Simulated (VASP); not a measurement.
Data:

```xyz
1
Lattice="0.0000 2.7696 2.7696 2.7696 0.0000 2.7696 2.7696 2.7696 0.0000" Properties=species:S:1:pos:R:3 pbc="T T T"
Yb     0.0000     0.0000     0.0000
```

These are revPBE GGA, VASP's PBE PAW potentials (set 64) (plane waves; VASP) values and carry that method's errors. Settings: 520 eV cut-off, 10×10×10 Γ-centred mesh, first-order Methfessel-Paxton smearing of 0.10 eV, potentials Yb_2.

The 4f electrons are frozen in the core of the lanthanide potential, so 4f levels, which can set the real gap, and their magnetism are missing.

Task: What does the run give for the energy per atom (σ→0), band gap (on the k-mesh) with the smallest direct gap where there is one?

Result: 
```yaml
band gap (on the k-mesh): none (metal, semimetal or under 0.01 eV)
energy per atom (σ→0): -1.254 eV/atom
```

The absolute energy has meaning only against runs of the same code, potentials and settings.

The compound is Yb in the fcc structure. It was relaxed first. The start is the result of an earlier pass.
